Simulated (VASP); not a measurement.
Here is the system:

```xyz
4
Lattice="2.2232 1.2835 7.2450 -2.2232 1.2835 7.2450 0.0000 -2.5671 7.2450" Properties=species:S:1:pos:R:3 pbc="T T T"
Cd     0.0000     0.0000     0.1096
Cd     0.0000     0.0000    10.7589
Te     0.0000     0.0000    13.5629
Se     0.0000     0.0000     2.7374
```

The numbers are results of PBEsol GGA, VASP's PBE PAW potentials (set 64) (plane waves; VASP), not measurements. Run with 400 eV cut-off, 7×7×7 Γ-centred mesh, tetrahedra with Blöchl corrections, potentials Cd Te Se.

The cores are frozen, which limits the accuracy of field gradients.

Question: Give the principal components of the electric field gradient (V/Å²) and the asymmetry η at each nucleus.

Answer: 
| atom | Vxx | Vyy | Vzz | η |
|---|---|---|---|---|
| Cd1 | 2.6 | 2.6 | -5.1 | 0.00 |
| Cd2 | -0.3 | -0.3 | 0.6 | 0.00 |
| Te3 | -30.3 | -30.3 | 60.6 | 0.00 |
| Se4 | 16.1 | 16.1 | -32.2 | 0.00 |

The structure comes from a computed database's Cd2TeSe entry (R3m); how it stands against other phases isn't given here. It was relaxed first.
